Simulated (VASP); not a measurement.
Output of a VASP run:

**OSZICAR**
```
       N       E                     dE             d eps       ncg     rms          rms(c)
DAV:   1     0.119900997555E+03    0.11990E+03   -0.10270E+04   596   0.135E+03
DAV:   2    -0.336073473722E+02   -0.15351E+03   -0.15045E+03   822   0.291E+02
DAV:   3    -0.448774460544E+02   -0.11270E+02   -0.11225E+02   768   0.907E+01
DAV:   4    -0.449747752871E+02   -0.97329E-01   -0.97102E-01   660   0.994E+00
DAV:   5    -0.449760944530E+02   -0.13192E-02   -0.13190E-02   720   0.105E+00    0.105E+01
DAV:   6    -0.387135410699E+02    0.62626E+01   -0.12291E+00   690   0.898E+00    0.695E+00
DAV:   7    -0.360079419062E+02    0.27056E+01   -0.44982E-01   588   0.916E+00    0.959E-01
DAV:   8    -0.379040043119E+02   -0.18961E+01   -0.13254E+00   588   0.986E+00    0.102E+00
DAV:   9    -0.377680759997E+02    0.13593E+00   -0.28824E-02   600   0.216E+00    0.875E-01
DAV:  10    -0.372021334866E+02    0.56594E+00   -0.13449E-01   696   0.304E+00    0.999E-02
DAV:  11    -0.362456711408E+02    0.95646E+00   -0.97050E-02   588   0.410E+00    0.339E-01
DAV:  12    -0.363157463747E+02   -0.70075E-01   -0.22781E-02   588   0.224E+00    0.321E-01
DAV:  13    -0.363227918396E+02   -0.70455E-02   -0.39495E-03   588   0.796E-01    0.113E-01
DAV:  14    -0.364394960555E+02   -0.11670E+00   -0.38770E-02   654   0.215E+00    0.568E-02
DAV:  15    -0.364363211099E+02    0.31749E-02   -0.43462E-03   588   0.839E-01    0.521E-02
DAV:  16    -0.364344754574E+02    0.18457E-02   -0.62163E-05   720   0.104E-01    0.400E-02
DAV:  17    -0.364485136192E+02   -0.14038E-01   -0.64853E-03   690   0.973E-01    0.188E-02
DAV:  18    -0.364485446682E+02   -0.31049E-04   -0.53767E-05   654   0.993E-02    0.168E-02
DAV:  19    -0.364485884409E+02   -0.43773E-04   -0.17277E-05   654   0.596E-02    0.120E-02
DAV:  20    -0.364485981237E+02   -0.96828E-05   -0.66488E-06   588   0.397E-02    0.623E-03
DAV:  21    -0.364486372650E+02   -0.39141E-04   -0.19891E-05   588   0.729E-02    0.693E-03
DAV:  22    -0.364486366925E+02    0.57246E-06   -0.37821E-07   678   0.901E-03    0.607E-03
DAV:  23    -0.364486547322E+02   -0.18040E-04   -0.41802E-06   696   0.259E-02    0.116E-03
DAV:  24    -0.364486569565E+02   -0.22243E-05   -0.20534E-06   594   0.205E-02    0.138E-03
DAV:  25    -0.364486577703E+02   -0.81387E-06   -0.73516E-08   486   0.420E-03    0.124E-03
DAV:  26    -0.364486574447E+02    0.32564E-06   -0.20685E-08   336   0.212E-03    0.114E-03
DAV:  27    -0.364486576272E+02   -0.18254E-06   -0.26772E-07   496   0.682E-03    0.818E-05
DAV:  28    -0.364486576853E+02   -0.58059E-07   -0.16213E-08   354   0.181E-03
   1 F= -.36448658E+02 E0= -.36448658E+02  d E =-.448349E-12
```

OUTCAR:
```
------------------------ aborting loop because EDIFF is reached ----------------------------------------
  FORCE on cell =-STRESS in cart. coord.  units (eV):
  Direction    XX          YY          ZZ          XY          YZ          ZX
  --------------------------------------------------------------------------------------
  Total        0.0329840      0.0329840     -3.9439643     -0.0000000      0.0000000      0.0000000
  in kB        0.5815422      0.5815422    -69.5362585     -0.0000000      0.0000000      0.0000000
  external PRESSURE =     -22.7910580 kB  Pullay stress =       0.0000000 kB
  volume of cell :       90.87
      direct lattice vectors                 reciprocal lattice vectors
     3.753050999  0.000000000  0.000000000     0.266449883  0.153834913  0.000000000
    -1.876525500  3.250237476  0.000000000     0.000000000  0.307669826  0.000000000
     0.000000000  0.000000000  7.449595224     0.000000000  0.000000000  0.134235481
 POSITION                                       TOTAL-FORCE (eV/Angst)
 -----------------------------------------------------------------------------------
     -0.00000      2.16683      2.42154        -0.000000      0.000000     -1.808108
      1.87653      1.08341      5.02805         0.000000     -0.000000      1.808108
      1.87653      1.08341      6.14634         0.000000     -0.000000     -1.808108
     -0.00000      2.16683      1.30326         0.000000      0.000000      1.808108
 -----------------------------------------------------------------------------------
    total drift:                               -0.002808      0.001621     -0.000501
  FREE ENERGIE OF THE ION-ELECTRON SYSTEM (eV)
  ---------------------------------------------------
  free  energy   TOTEN  =       -36.4486576853 eV

  energy  without entropy=      -36.4486576853  energy(sigma->0) =      -36.44865769
```
(Selected blocks of OUTCAR.)

### POSCAR
```
N
1
    3.7530509989     0.0000000000     0.0000000000
   -1.8765254995     3.2502374761     0.0000000000
    0.0000000000     0.0000000000     7.4495952236
N
4
Direct
  0.3333330000   0.6666670000   0.3250566576
  0.6666670000   0.3333330000   0.6749433424
  0.6666670000   0.3333330000   0.8250566576
  0.3333330000   0.6666670000   0.1749433424
```

Question: Write an INCAR and KPOINTS that could have produced this output.

Answer: One answer among several that fit: the input of the run itself, r2SCAN meta-GGA, plane waves, VASP's PBE PAW potentials (set 64).

INCAR:
```
# general
SYSTEM   =  N
PREC     =  Accurate
ENCUT    =  600
LREAL    =  .FALSE.
LASPH    =  .TRUE.

# electronic loop
EDIFF    =  1E-7
NELM     =  100
ALGO     =  Normal
LMIXTAU  =  .TRUE.

# smearing
ISMEAR   =  0
SIGMA    =  0.05

# functional
METAGGA  =  R2SCAN

# ions
ISIF     =  2

# output
LWAVE    =  .FALSE.
LCHARG   =  .FALSE.
```

KPOINTS:
```
Automatic mesh
0
Gamma
6 6 4
0 0 0
```

POTCAR, in this order: N (PBE.64 set). Program: vasp_std.

The structure comes from a computed database's N entry (P6_3/mmc); how it stands against other phases isn't given here. This cell was strained or had an atom moved on purpose.
